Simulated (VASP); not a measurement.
Calculation: PBE GGA, VASP's PBE PAW potentials (set 64) (plane waves; VASP 6.6.1).

Input for VASP

**POSCAR**
```
Sb
1
    3.9573420000    -2.1550000000     0.0000000000
    3.9573420000     2.1550000000     0.0000000000
    2.7838200000     0.0000000000     3.5432930000
Sb
2
Direct
  0.2335000000   0.2335000000   0.2335000000
  0.7665000000   0.7665000000   0.7665000000
```

KPOINTS:
```
K-points
0
Gamma
 9 9 9
0 0 0
```

**INCAR**
```
SYSTEM=Sb
PREC=Accurate; ENCUT=400; LREAL=F
LASPH=T
EDIFF=1E-6; NELM=100; ALGO=All
LMAXMIX=4
ISMEAR=1; SIGMA=0.1
GGA=PE
ISIF=2
LWAVE=F; LCHARG=F
```

POTCAR, in this order: Sb (PBE.64 set). Program: vasp_std.

The resulting files:

OSZICAR:
```
       N       E                     dE             d eps       ncg     rms           ort
DAV:   1     0.308661466417E+02    0.30866E+02   -0.33011E+03   765   0.756E+02
DAV:   2    -0.699818827354E+01   -0.37864E+02   -0.36983E+02   765   0.114E+02
DAV:   3    -0.824805586790E+01   -0.12499E+01   -0.12281E+01   765   0.252E+01
DAV:   4    -0.825775263968E+01   -0.96968E-02   -0.96953E-02   765   0.263E+00
DAV:   5    -0.825783944326E+01   -0.86804E-04   -0.86802E-04   765   0.246E-01
SDA:   6    -0.825394104589E+01    0.38984E-02   -0.86802E-04   765   0.378E-02   0.000E+00
CGA:   7    -0.825561566040E+01   -0.16746E-02   -0.16568E-02   765   0.475E-03   0.746E-04
CGA:   8    -0.825581015211E+01   -0.19449E-03   -0.19155E-03   765   0.685E-04   0.171E-04
CGA:   9    -0.825584260794E+01   -0.32456E-04   -0.32434E-04   765   0.119E-04   0.105E-06
CGA:  10    -0.825584783540E+01   -0.52275E-05   -0.54383E-05   765   0.165E-05  -0.110E-05
CGA:  11    -0.825584845259E+01   -0.61719E-06   -0.67693E-06   765   0.309E-06  -0.351E-06
   1 F= -.82558485E+01 E0= -.82557804E+01  d E =-.204090E-03
```

### OUTCAR
```
------------------------ aborting loop because EDIFF is reached ----------------------------------------
  FORCE on cell =-STRESS in cart. coord.  units (eV):
  Direction    XX          YY          ZZ          XY          YZ          ZX
  --------------------------------------------------------------------------------------
  Total        0.9432692      1.1182986      1.0990998      0.0000000      0.0000000     -0.0579691
  in kB       25.0068116     29.6469800     29.1380046      0.0000000      0.0000000     -1.5368076
  external PRESSURE =      27.9305987 kB  Pullay stress =       0.0000000 kB
  volume of cell :       60.43
      direct lattice vectors                 reciprocal lattice vectors
     3.957342000 -2.155000000  0.000000000     0.126347432 -0.232018561 -0.099265996
     3.957342000  2.155000000  0.000000000     0.126347432  0.232018561 -0.099265996
     2.783820000  0.000000000  3.543293000     0.000000000  0.000000000  0.282223344
 POSITION                                       TOTAL-FORCE (eV/Angst)
 -----------------------------------------------------------------------------------
      2.49810      0.00000      0.82736         0.204904      0.000000      0.067863
      8.20040      0.00000      2.71593        -0.204904      0.000000     -0.067863
 -----------------------------------------------------------------------------------
    total drift:                               -0.000000      0.000000     -0.000000
  FREE ENERGIE OF THE ION-ELECTRON SYSTEM (eV)
  ---------------------------------------------------
  free  energy   TOTEN  =        -8.2558484526 eV

  energy  without entropy=       -8.2556443628  energy(sigma->0) =       -8.25578042
```
(Selected blocks of OUTCAR.)

The compound is Sb in the a7 structure. The cell was not relaxed at this level. The run is one of a series of settings (ALGO = All against the base run), some of them coarse on purpose.
